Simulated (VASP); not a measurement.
Here is the system:

```xyz
1
Lattice="0.0000 1.9481 1.9481 1.9481 0.0000 1.9481 1.9481 1.9481 0.0000" Properties=species:S:1:pos:R:3 pbc="T T T"
Pt     0.0000     0.0000     0.0000
```

Method: LDA (Ceperley-Alder, Perdew-Zunger), VASP's LDA PAW potentials (set 64) (plane waves; VASP 6.6.1). Numerical set-up: 400 eV cut-off, 14×14×14 Γ-centred mesh, first-order Methfessel-Paxton smearing of 0.10 eV, potentials Pt.

Unless said otherwise, spin-orbit coupling is left out, though it shifts the bands of the heavy elements here.

**Question.** What does the run give for the energy per atom (σ→0), band gap (on the k-mesh) with the smallest direct gap where there is one?

**Answer.** 
The band gap (on the k-mesh) is none (metal, semimetal or under 0.01 eV). The energy per atom (σ→0) is -7.513 eV/atom.

The absolute energy has meaning only against runs of the same code, potentials and settings.

The compound is Pt in the fcc structure. It was relaxed first. The start is the result of an earlier pass.
